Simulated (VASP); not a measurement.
Consider the following.

```yaml
crystal:
  lattice:
    - [1.55243, -2.68888, 0.00000]
    - [1.55243, 2.68888, 0.00000]
    - [0.00000, 0.00000, 5.09741]
  atoms:
    - { symbol: Si, position: [0.66667, 0.33333, 0.49956] }
    - { symbol: Si, position: [0.33333, 0.66667, 0.99956] }
    - { symbol: C, position: [0.66667, 0.33333, 0.87544] }
    - { symbol: C, position: [0.33333, 0.66667, 0.37544] }
```

These are RPBE GGA, VASP's PBE PAW potentials (set 64) (plane waves; VASP 6.6.1) values and carry that method's errors. Numerical set-up: 520 eV cut-off, 9×9×5 Γ-centred mesh, tetrahedra with Blöchl corrections, potentials Si C.

Problem. What does the run give for the energy per atom (σ→0), band gap (on the k-mesh) with the smallest direct gap where there is one?

Solution. 
```yaml
band gap (on the k-mesh): 2.37 eV
smallest direct gap (on the k-mesh): 3.99 eV
energy per atom (σ→0): -7.159 eV/atom
```

The absolute energy has meaning only against runs of the same code, potentials and settings.

The compound is SiC in the wurtzite structure, the rare 2H polytype. It was relaxed first.
